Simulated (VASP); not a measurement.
```
CELL_PARAMETERS angstrom
      2.84872     0.00000     0.00000
      0.00000     2.84872     0.00000
      0.00000     0.00000     2.84872
ATOMIC_POSITIONS crystal
  Al 0.50000 0.50000 0.50000
  Fe 0.00000 0.00000 0.00000
```

These are vdW-DF-cx, VASP's PBE PAW potentials (set 64) (plane waves; VASP) values and carry that method's errors. Numerical set-up: 520 eV cut-off, 12×12×12 Γ-centred mesh, first-order Methfessel-Paxton smearing of 0.10 eV, potentials Al Fe.

### Question
What does the run give for the energy per atom (σ→0), band gap (on the k-mesh) with the smallest direct gap where there is one?

### Answer

```yaml
band gap (on the k-mesh): none (metal, semimetal or under 0.01 eV)
energy per atom (σ→0): -4.721 eV/atom
```

The absolute energy has meaning only against runs of the same code, potentials and settings.

The compound is FeAl in the CsCl type structure. It was relaxed first, which changed the volume by -6 %. The start is the result of an earlier pass. The run is not spin-polarised, so no magnetic state was tried. The electron count is odd and the run is not spin-polarised, which forces a metal.
